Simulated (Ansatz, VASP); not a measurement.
## Cross-check of SiC (Moissanite 3C) between VASP and Ansatz

One calculation is typed for both programs; each brings its own data sets. How far apart do they land? The structure shown is the end of the Ansatz relaxation below.

Method: plane waves, with VASP 6.6.1 beside it; single point at RPBE, in Ansatz 0.2.0.

### 1. Set-up

It takes space group F-43m (No. 216, cubic). Conventional cell: a = 4.388 Å, b = 4.388 Å, c = 4.388 Å, α = 90.00°, β = 90.00°, γ = 90.00°. Nearest to Si lie 4 C at 1.90 Å. Nearest to C lie 4 Si at 1.90 Å. Farther neighbours are not listed.

### 2. Ansatz: relaxation, RPBE

Ansatz runs on its default PAW (the set named soft_2) files.

This run makes the geometry at which the two programs are then compared.

Contents of input.yaml:

```yaml
crystal:
  lattice:
    - [0.0, 2.2008869807, 2.2008869807]
    - [2.2008869807, 0.0, 2.2008869807]
    - [2.2008869807, 2.2008869807, 0.0]
  atoms:
    - { symbol: Si, position: [0.0, 0.0, 0.0] }
    - { symbol: C, position: [0.25, 0.25, 0.25] }
kpoints:
  mp_grid: { grid: [12, 12, 12] }
hamiltonian:
  xc: rpbe
scf:
  occupations: { method: fixed }
output:
  forces: true
  stress: true
  eigenvalues: true
relax:
  adjacent_minimum: "off"
  f_tol: 0.001
  max_steps: 60
  cell: { stress_tol: 0.05, p_target: 2.0 }
```

On the command line:

```
ansatz run input.yaml --threads 4 --pin off --max-ram 8192MiB --backend cpu --events-out ev --progress --plain --runs-dir out
```

Numbers of over 12 decimals in the logs are rounded to 6 here.

Log:

```text
Engine: ansatz 0.2.0, x86_64-unknown-linux-gnu
Pseudopotentials: kind: paw
Pseudopotential: Si, paw, valence charge 4, recommended cutoff 420 eV (normal), Si.paw.azcp
Pseudopotential: C, paw, valence charge 4, recommended cutoff 420 eV (normal), C.paw.azcp
Functional definition: RPBE
  parameter kappa = 0.804
  parameter beta = 0.066725
  exchange = rpbe_x(kappa = kappa, mu = beta*pi^2/3)
  correlation = pbe_c(beta = beta)
Crystal: 2 atoms, lattice volume = 21.322 Å³
Basis set: ecut = 420 eV, 411 PW (Γ), exchange–correlation on 48×48×48 points (8 copies of the dense FFT grid, shifted against one another)
Bands: 8, of which v1, the nominal top of the filled ones, is band 4 counted from 1 (3 counted from 0)
Symmetry: 24 space group operations
Space group: F-43m (ITA 216), of the structure as read, at distance tolerance 2.8e-5 Å
k-points: 72 of 1728 (time reversal used)
Non-local potential: Si, projectors of the file, l = 0: 2, l = 1: 2, l = 2: 2
Non-local potential: C, projectors of the file, l = 0: 2, l = 1: 2, l = 2: 1
PAW form: soft (Blöchl's): semilocal exchange-correlation on the pseudo side does not see the compensation charge
PAW frozen core: Si, regenerated for the run's functional, and the local potential with it (the file was generated under x = pbe(κ = 0.804, μ = 0.219515), c = pbe(β = 0.066725))
PAW frozen core: C, regenerated for the run's functional, and the local potential with it (the file was generated under x = pbe(κ = 0.804, μ = 0.219515), c = pbe(β = 0.066725))
PAW one-centre angular grid: Si, 110 points (default); XC on 64 Gauss nodes
PAW one-centre angular grid: C, 110 points (default); XC on 64 Gauss nodes
Initial density: superposition of atomic densities (neutral atoms: chi_scale 0, normalization atom), corrected by the library's trained network
Initial wavefunctions: pseudopotential atomic-orbital guess
Functional: x = rpbe, c = pbe(β = 0.066725)
SCF iter   1: F=—  HF=-891.483005 eV  |F-HF|=—  |Δ(HF+E_count)|=         —  Δρ=3.50e-3  dr2=1.65e-3  ethr=1.77e-3  ⟨swp⟩=4.7  Hψ=4053  notcnv=0  defer=118
preconditioner: auto → none  [insulator: Δε(μ)=1.373 eV  Ē_g=13.827 eV  n_scr=0 (ndim 8)  ℏωp=22.7 eV  f_vac=0.000  ε∞_Penn≈3.7]
SCF iter   2: F=—  HF=-891.482695 eV  |F-HF|=—  |Δ(HF+E_count)|=   3.09e-4  Δρ=1.19e-3  dr2=2.00e-4  ethr=2.06e-5  ⟨swp⟩=2.8  Hψ=1521  notcnv=0  defer=137
SCF iter   3: F=—  HF=-891.482674 eV  |F-HF|=—  |Δ(HF+E_count)|=   2.12e-5  Δρ=5.71e-4  dr2=2.73e-5  ethr=2.50e-6  ⟨swp⟩=2.9  Hψ=1007  notcnv=0  defer=137
SCF iter   4: F=—  HF=-891.482682 eV  |F-HF|=—  |Δ(HF+E_count)|=   7.72e-6  Δρ=7.13e-5  dr2=5.15e-7  ethr=3.42e-7  ⟨swp⟩=2.7  Hψ=928  notcnv=0  defer=10
iter 5 did not close the SCF: its close was put off for the readings that it lacked (scf_convergence_deferred on its scf_iter line)
SCF iter   5: F=-891.482683 eV  HF=-891.482683 eV  |F-HF|=8.12e-9  |Δ(HF+E_count)|=   8.20e-7  Δρ=1.07e-5  dr2=2.63e-8  ethr=6.44e-9  ⟨swp⟩=2.0  Hψ=853  notcnv=0  defer=56
SCF iter   6: F=-891.482683 eV  HF=-891.482683 eV  |F-HF|=3.98e-10  |Δ(HF+E_count)|=   3.73e-9  Δρ=1.15e-6  dr2=1.81e-10  ethr=3.28e-10  ⟨swp⟩=4.3  Hψ=3186  notcnv=0
SCF 1 converged in 6 iterations: F = -891.482683 eV  dr2 = 1.81e-10
  greatest PAW one-centre occupation: 0.645 electrons in one spin orbital (limit 2), on the C atom at site 1 (counted from 0), in its partial waves of l = 0
relax step   1: F+E_penalty+E_count = -891.48268263 eV  Δ(F+E_penalty+E_count) = +0.000e0 eV  max|allowed force component| = 4.071e-16 eV/Å  Δτ_max = 0.0000 Å  P = -0.002 GPa  Ω = 21.322 Å³  (6 SCF iters, dr2 threshold 1.00e-7 eV, accepted)
[...]
relax step   2: F+E_penalty+E_count = -891.48247025 eV  Δ(F+E_penalty+E_count) = +2.124e-4 eV  max|allowed force component| = 1.712e-16 eV/Å  Δτ_max = 0.0000 Å  P = +1.089 GPa  Ω = 21.211 Å³  energy of the carried Pulay correction = +1.606e-4 eV  (4 SCF iters, dr2 threshold 2.00e-7 eV, accepted)
[...]
relax step   3: F+E_penalty+E_count = -891.48172173 eV  Δ(F+E_penalty+E_count) = +7.485e-4 eV  max|allowed force component| = 2.128e-16 eV/Å  Δτ_max = 0.0000 Å  P = +2.012 GPa  Ω = 21.120 Å³  energy of the carried Pulay correction = +2.939e-4 eV  (4 SCF iters, dr2 threshold 2.00e-7 eV, accepted)
[...]
relax step   4: F+E_penalty+E_count = -891.48146432 eV  Δ(F+E_penalty+E_count) = +2.574e-4 eV  max|allowed force component| = 2.683e-16 eV/Å  Δτ_max = 0.0000 Å  P = +1.989 GPa  Ω = 21.120 Å³  stress off target by 1.11e-2 GPa  SCF on the basis re-selected at this cell (its energy is not comparable with the rows above)  (5 SCF iters)
basis re-selected at this cell: Δ(F+E_penalty+E_count) = +2.574e-4 eV, ΔP = -0.023 GPa vs the last step (what re-selecting the basis moved, of the pressure what is left beyond the Pulay correction that the steps carried, after the strain that the cell walked since its last selection, with what the two solves' SCF thresholds leave and, on support functions, any second-order correction that the steps lacked; it is no m [...]
SCF converged after 5 iterations
Free energy (F): -891.481464 eV
Harris-Foulkes:  -891.481464 eV  (|F-HF|=4.55e-13)
Internal energy: -891.481464 eV  (E = F + TS)
E sigma→0 (E₀):  -891.481464 eV
Fermi energy:    9.325774 eV
--- Per-component energies (eV) ---
  E_band       = 27.800329
  E_kinetic    = 134.528294
  E_local      = -104.474209  (includes V_loc(G=0)·N_el)
  E_nonlocal   = 50.439411
  E_hartree    = 32.270176
  E_xc         = -105.315743
  E_vxc        = -108.848767  (∫ρ·V_xc dr)
  E_paw        = -616.044437  (= ΣΔE_a)
  E_vpaw       = -8.384757  (= ΣTr[D̂ρ^β])
  E_aug_tail   = 0.000011  (compensation charges beyond the density's cutoff)
  E_ewald      = -282.846170
  E_core_change = -0.038798  (= ΣΔE_core)
  E_smearing   = -0.000000  (= −TS)
  E_closure    = -0.000000  (closes the sum)
  Σ components = -891.481464   (vs F -891.481464, Δ=0.00e0)
--- Forces (eV/Å), atoms counted from 1 ---
  atom   1  Si     0.00000000    -0.00000000    -0.00000000
  atom   2  C     -0.00000000     0.00000000     0.00000000
  max |Σ_I F_I| component: 1.67e-16 eV/Å
--- Stress (GPa, compression-positive) ---
        1.988904       0.000000      -0.000000
        0.000000       1.988904       0.000000
       -0.000000       0.000000       1.988904
  P = ⅓ Tr σ = 1.9889 GPa (19.889 kbar)
--- Band table (eV; the first three rows and the last of 72) ---
  k-point 0: bands = ["-5.9481", "9.3258", "9.3258", "9.3258", "15.3078", "16.5359", "16.5359", "16.5359"]
  k-point 1: bands = ["-5.8147", "8.5971", "9.2314", "9.2314", "15.5772", "16.6721", "16.7097", "16.7097"]
  k-point 2: bands = ["-5.4185", "6.9622", "8.9976", "8.9976", "15.5048", "17.0509", "17.0509", "17.5288"]
  k-point 71: bands = ["-0.8417", "2.3478", "4.4371", "4.7217", "14.5312", "18.6283", "18.6284", "19.0704"]
--- Relaxed structure (3 steps of the walk, 3 accepted, 1 SCFs on fresh bases) ---
  F+E_penalty+E_count = -891.48146432 eV   max|allowed force component| = 2.683e-16 eV/Å   (the final SCF, on the basis selected at the relaxed cell)
  cell:  # Å, volume = 21.1201 Å³
    - [0, 2.193927, 2.193927]
    - [2.193927, 0, 2.193927]
    - [2.193927, 2.193927, 0]
  atoms:
    - { symbol: Si, position: [0, 0, 0] }
    - { symbol: C, position: [0.250000, 0.250000, 0.250000] }
```

In the SCF lines HF is the Harris–Foulkes energy and dr2 the Hartree energy of the density residual, in eV; the loop may stop once dr2 is under the threshold and the program's other checks hold. Hψ counts applications of the Hamiltonian.

### 3. VASP: single point, RPBE, pair 1

The same cell, functional and mesh now go to VASP, with its own data sets.

Lines of VASP's logs that name or quote its potential files are left out, and so is its time.

Contents of INCAR:

```
SYSTEM = SiC
PREC = Accurate
ENCUT = 600
EDIFF = 1E-06
NELM = 120
ISMEAR = 0
SIGMA = 0.01
LREAL = .FALSE.
ALGO = Normal
GGA = RP
NBANDS = 10
LORBIT = 11
LWAVE = .FALSE.
LCHARG = .FALSE.
ISIF = 2
LASPH = .TRUE.
GGA_COMPAT = .FALSE.
EFERMI = MIDGAP
```

Contents of POSCAR:

```
SiC
1.0
    0.0000000000      2.1939270249      2.1939270249
    2.1939270249      0.0000000000      2.1939270249
    2.1939270249      2.1939270249      0.0000000000
Si C
1 1
Direct
    0.0000000000      0.0000000000      0.0000000000
    0.2500000000      0.2500000000      0.2500000000
```

Contents of KPOINTS:

```
Automatic mesh
0
Gamma
12 12 12
0 0 0
```

Potentials, in the order of the species: Si and C (PBE family, release 64).

On the command line:

```
mpirun -np 1 vasp_std
```

Log:

```text
[banner, memory and clock lines left out]
running    1 mpi-ranks, on    1 nodes
 distrk:  each k-point on    1 cores,    1 groups
 distr:  one band on    1 cores,    1 groups

 POSCAR found type information on POSCAR SiC
 POSCAR found :  2 types and       2 ions
|                                                                             |
|               ----> ADVICE to this user running VASP <----                  |
|                                                                             |
|     You enforced a specific xc type in the INCAR file but a different       |
|     [... a line on the potential file left out ...]
|     I HOPE YOU KNOW WHAT YOU ARE DOING!                                     |
|                                                                             |

 LDA part: xc-table for (Slater+PW92), standard interpolation
 POSCAR, INCAR and KPOINTS ok, starting setup
 FFT: planning ... GRIDC
 FFT: planning ... GRID_SOFT
 FFT: planning ... GRID
 WAVECAR not read
 entering main loop
       N       E                     dE             d eps       ncg     rms          rms(c)
DAV:   1     0.647245997825E+01    0.64725E+01   -0.43725E+03  1472   0.762E+02
DAV:   2    -0.153540296464E+02   -0.21826E+02   -0.20555E+02  1878   0.118E+02
DAV:   3    -0.160488925795E+02   -0.69486E+00   -0.69362E+00  1728   0.187E+01
DAV:   4    -0.160518672041E+02   -0.29746E-02   -0.29744E-02  1648   0.148E+00
DAV:   5    -0.160518822893E+02   -0.15085E-04   -0.15085E-04  1664   0.990E-02    0.909E+00
DAV:   6    -0.143681959672E+02    0.16837E+01   -0.62847E+00  1504   0.120E+01    0.424E+00
DAV:   7    -0.143273497273E+02    0.40846E-01   -0.37225E-01  1704   0.375E+00    0.188E+00
DAV:   8    -0.143251828531E+02    0.21669E-02   -0.19193E-02  1504   0.105E+00    0.189E-01
DAV:   9    -0.143257074718E+02   -0.52462E-03   -0.16631E-03  1786   0.273E-01    0.140E-01
DAV:  10    -0.143259057726E+02   -0.19830E-03   -0.33306E-04  1586   0.128E-01    0.219E-02
DAV:  11    -0.143259097722E+02   -0.39996E-05   -0.63339E-05  1634   0.442E-02    0.522E-03
DAV:  12    -0.143259107175E+02   -0.94534E-06   -0.25342E-06  1424   0.119E-02
   1 F= -.14325911E+02 E0= -.14325911E+02  d E =0.000000E+00
```

(Continued in part 2 of 2.)

[Lines on the potential files, build, host, timing and source positions are cut from VASP's logs without a mark.]

[Logs are printed without paths, hosts, clocks, repeated set-up lines and the standing remarks that a program may print on its own settings, such as how far it seeks lower states.]

[Hosts, paths, dates, database ids (printed as entryN), source tags and the programs' standing remarks are cut or masked in the printed files.]
